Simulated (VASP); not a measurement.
Consider the following.

```
CELL_PARAMETERS angstrom
      3.80580     0.00000     0.00000
     -1.90290     3.29592     0.00000
      0.00000     0.00000     6.23798
ATOMIC_POSITIONS crystal
  Zn 0.33333 0.66667 0.00014
  Zn 0.66667 0.33333 0.50014
  S  0.33333 0.66667 0.37486
  S  0.66667 0.33333 0.87486
```

Method: PBE GGA, VASP's PBE PAW potentials (set 64) (plane waves; VASP 6.6.1). Numerical set-up: 300 eV cut-off, 8×8×5 Γ-centred mesh, Fermi-Dirac smearing of 0.050 eV, potentials Zn S.

Question: Give the energies of bands 8 to 21 at the high-symmetry points, in eV from the valence-band maximum.

Answer: 
| band | Γ | M | K | A | L | H |
|---|---|---|---|---|---|---|
| 8 | -5.89 | -5.97 | -5.93 | -6.31 | -6.03 | -5.97 |
| 9 | -5.89 | -5.83 | -5.88 | -5.85 | -5.81 | -5.89 |
| 10 | -5.82 | -5.78 | -5.86 | -5.85 | -5.81 | -5.89 |
| 11 | -5.82 | -5.71 | -5.63 | -5.85 | -5.64 | -5.52 |
| 12 | -5.66 | -5.68 | -5.63 | -5.85 | -5.64 | -5.52 |
| 13 | -5.37 | -4.84 | -4.33 | -2.87 | -4.88 | -4.77 |
| 14 | -0.90 | -4.14 | -4.33 | -2.87 | -4.88 | -4.77 |
| 15 | -0.90 | -3.29 | -3.87 | -0.47 | -1.64 | -3.07 |
| 16 | -0.07 | -2.26 | -2.33 | -0.47 | -1.64 | -3.07 |
| 17 | 0.00 | -1.70 | -2.33 | -0.47 | -1.63 | -1.36 |
| 18 | 0.00 | -0.90 | -2.10 | -0.47 | -1.63 | -1.36 |
| 19 | 2.22 | 3.66 | 4.27 | 3.56 | 3.55 | 4.51 |
| 20 | 3.10 | 4.26 | 5.92 | 3.56 | 3.55 | 4.51 |
| 21 | 6.31 | 5.12 | 5.92 | 6.76 | 5.22 | 6.36 |

The gap is direct, 2.22 eV, from the valence maximum at Γ to the conduction minimum at Γ.

The structure comes from a computed database's ZnS entry (P6_3mc); how it stands against other phases isn't given here. The cell was not relaxed at this level.
